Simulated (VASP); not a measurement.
Sn2H3Br: relaxation of cell and atoms with PBE

The system is Sn2H3Br.

```
Sn H Br
1.0
     3.26172    0.00000    0.00000
     0.00000    3.26172    0.00000
     0.00000    0.00000    9.99729
Sn H Br
2 3 1
Direct
  0.00000 0.00000 0.33928
  0.00000 0.00000 0.66072
  0.50000 0.50000 0.18173
  0.50000 0.50000 0.50000
  0.50000 0.50000 0.81827
  0.00000 0.00000 0.00000
```

The cell was built by a generator and needn't be a form met in nature.

- Program: VASP 6.6.1
- Task: relaxation of cell and atoms
- Functional: PBE
- Potentials or basis: VASP PAW PBE potentials, release 64 (Sn_d, H, Br)
- Cutoff: 520 eV
- k mesh: 4 × 4 × 2
- Occupations: gaussian, width 0.15 eV
- Spin: no spin polarisation
- Further INCAR settings: PREC = Normal; ALGO = Fast; EDIFF = 0.0001; IBRION = 2; EDIFFG = -0.08; NSW = 24; ISIF = 3

```yaml
Relaxed_volume: 16.97 Å³/atom
Relaxed_cell: a = 3.274 Å, b = 3.274 Å, c = 9.501 Å, α = 90.00°, β = 90.00°, γ = 90.00°
Space_group_after_relaxing_to_0.05_Å: P4/mmm (No. 123)
Energy_gained_by_relaxing: 269.8 meV/atom
Ionic_steps: 14
Pressure_after_relaxing: -0.1 GPa
Largest_force_after_relaxing: 0.041 eV/Å
Band_gap_on_the_k_mesh: none (metal or under the smearing width)
```

Forces on the atoms (eV/Å):
```
Sn   0.000  0.000  0.014
Sn   0.000  0.000 -0.014
H    0.000  0.000  0.041
H    0.000  0.000  0.000
H    0.000  0.000 -0.041
Br   0.000  0.000  0.000
```

Stress tensor (GPa, compression positive):
```
 0.19  0.00  0.00
 0.00  0.19  0.00
 0.00  0.00 -0.74
```

The path:
| step | energy change (eV) | largest force (eV/Å) | pressure (GPa) | volume (Å³) |
| --- | --- | --- | --- | --- |
| 1 | 0.0000 | 1.4125 | -4.91 | 106.36 |
| 2 | -0.5296 | 1.2602 | -2.56 | 98.21 |
| 3 | -0.2856 | 0.9188 | 19.58 | 76.21 |
| 4 | -0.8011 | 1.0866 | 2.41 | 89.83 |
| 5 | -0.8336 | 0.9747 | 5.68 | 85.83 |
| 6 | -1.1496 | 0.6915 | 5.27 | 88.51 |
| 7 | -1.2760 | 0.6080 | 5.44 | 91.02 |
| 8 | -1.4870 | 0.4539 | -1.58 | 102.99 |
| 9 | -1.4895 | 0.4553 | -0.74 | 101.37 |
| 10 | -1.5255 | 0.3780 | -0.49 | 101.13 |
| 11 | -1.5830 | 0.1515 | 0.07 | 100.39 |
| 12 | -1.5854 | 0.1411 | 0.55 | 100.17 |
| 13 | -1.6112 | 0.0529 | -0.03 | 101.19 |
| 14 | -1.6190 | 0.0409 | -0.12 | 101.82 |

Final structure:
```
Sn H Br
1.0
     3.27357    0.00000    0.00000
     0.00000    3.27357    0.00000
     0.00000    0.00000    9.50104
Sn H Br
2 3 1
Direct
  0.00000 0.00000 0.30575
  0.00000 0.00000 0.69425
  0.50000 0.50000 0.25666
  0.50000 0.50000 0.50000
  0.50000 0.50000 0.74334
  0.00000 0.00000 0.00000
```

Levels at points of the mesh, in eV from the Fermi level:
| k point | band 16 | band 17 | band 18 | band 19 | band 20 | band 21 | band 22 | band 23 |
| --- | --- | --- | --- | --- | --- | --- | --- | --- |
| (0.00, 0.00, 0.00) | -0.40 | -0.40 | 0.94 | 1.82 | 4.08 | 4.61 | 4.63 | 4.63 |
| (0.50, 0.00, 0.00) | -3.83 | -2.56 | -0.84 | 0.03 | 0.08 | 4.29 | 4.75 | 5.42 |
| (0.50, 0.50, 0.00) | -2.97 | -2.45 | -1.29 | -1.29 | -1.17 | -1.17 | -1.16 | 0.10 |
| (0.00, 0.00, 0.50) | -0.40 | -0.40 | 0.00 | 1.87 | 2.94 | 4.44 | 4.44 | 5.78 |
| (0.50, 0.00, 0.50) | -3.60 | -3.35 | -1.08 | 0.08 | 1.98 | 2.69 | 4.69 | 5.44 |
| (0.50, 0.50, 0.50) | -2.95 | -2.49 | -2.06 | -1.65 | -1.65 | -0.78 | -0.78 | 0.13 |

Wall time 87 s on 2 MPI ranks on Intel(R) Xeon(R) Platinum 8559C (Emerald Rapids), on a shared host, peak memory 0.16 GiB a rank.

Caveat: the k mesh is coarse (spacing up to 0.48 Å⁻¹), so the values aren't converged; the relaxation stopped at a loose force limit of 0.08 eV/Å, so its end isn't a converged minimum.
